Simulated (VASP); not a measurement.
Input:

```
CELL_PARAMETERS angstrom
      2.97696     0.00000     0.00000
      0.00000     2.97696     0.00000
      0.00000     0.00000     5.16687
ATOMIC_POSITIONS crystal
  Fe 0.50000 0.50000 0.76154
  Fe 0.50000 0.50000 0.23846
  Fe 0.00000 0.00000 0.50000
  Si 0.00000 0.00000 0.00000
```

All values below come from r2SCAN meta-GGA, VASP's PBE PAW potentials (set 64) (plane waves; VASP). Run with 400 eV cut-off, 11×11×7 Γ-centred mesh, tetrahedra with Blöchl corrections, potentials Fe Si.

The cores are frozen, which limits the accuracy of field gradients. The run has a spin-polarised start.

Problem. Give the principal components of the electric field gradient (V/Å²) and the asymmetry η at each nucleus.

Solution. 
```tsv
atom	Vxx	Vyy	Vzz	η
Fe1	23.6	23.6	-47.2	0.00
Fe2	23.6	23.6	-47.2	0.00
Fe3	-9.8	-9.8	19.7	0.00
Si4	7.1	7.1	-14.2	0.00
```

The structure comes from a computed database's Fe3Si entry (P4/mmm); how it stands against other phases isn't given here. It was relaxed first.
